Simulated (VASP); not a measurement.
The input files of a VASP run:

### POSCAR
```
HgTe
1
    6.5112247811     0.0000000000     0.0000000000
    0.0000000000     4.6150331879     0.0000000000
    0.0000000000     0.0000000000     4.6150331879
Hg Te
2 2
Direct
  0.0000000000   0.0000000000   0.0000000000
  0.5000000000   0.5000000000   0.5000000000
  0.2500000000   0.0000000000   0.5000000000
  0.7500000000   0.5000000000   0.0000000000
```

### KPOINTS
```
Automatic mesh
0
Gamma
5 6 6
0 0 0
```

INCAR:
```
NSW  =  60
EDIFFG  =  -0.02   # ionic stop
LWAVE  =  .FALSE.
LREAL  =  .FALSE.
NELM  =  100   # most electronic steps
SYSTEM  =  HgTe
IBRION  =  2   # conjugate gradients
ENCUT  =  400   # plane-wave cut-off (eV)
ISMEAR  =  1
LASPH  =  .TRUE.   # aspherical one-centre terms
LMAXMIX  =  6   # l cut-off of mixed one-centre charges
GGA  =  PS   # PBEsol
ALGO  =  Normal   # blocked Davidson
LCHARG  =  .FALSE.
SIGMA  =  0.1
EDIFF  =  1E-6
PREC  =  Accurate
ISIF  =  3
```

POTCAR, in this order: Hg Te (PBE.64 set). Program: vasp_std.

Translate this PBEsol calculation to Ansatz.

One equivalent input (not run):
Ansatz 0.2 input:
```yaml
crystal:
  lattice:
    - [6.5112248, 0.0000000, 0.0000000]
    - [0.0000000, 4.6150332, 0.0000000]
    - [0.0000000, 0.0000000, 4.6150332]
  atoms:
    - { symbol: Hg, position: [0.0000000, 0.0000000, 0.0000000] }
    - { symbol: Hg, position: [0.5000000, 0.5000000, 0.5000000] }
    - { symbol: Te, position: [0.2500000, 0.0000000, 0.5000000] }
    - { symbol: Te, position: [0.7500000, 0.5000000, 0.0000000] }
kpoints:
  mp_grid: { grid: [5, 6, 6] }
hamiltonian:
  xc: pbesol
  pseudopotentials: { kind: paw }
scf:
  occupations: { method: methfessel_paxton, width: 0.1 }
  max_iter: 100
relax:
  max_steps: 60
  f_tol: 0.02
  cell: {}
output: { forces: true, stress: true, eigenvalues: true }
```
Limits of the translation: each code has its own PAW files, so the cut-off isn't converted (ENCUT is set for VASP's; basis.ecutwfc is left out, and Ansatz then takes the one that its files recommend); Ansatz stops its SCF on the density residual and VASP on the energy change (EDIFF).

The compound is HgTe in the zinc blende structure. This run relaxes it. Symmetry was kept, so distortions that lower it aren't found. The start is the result of an earlier pass.
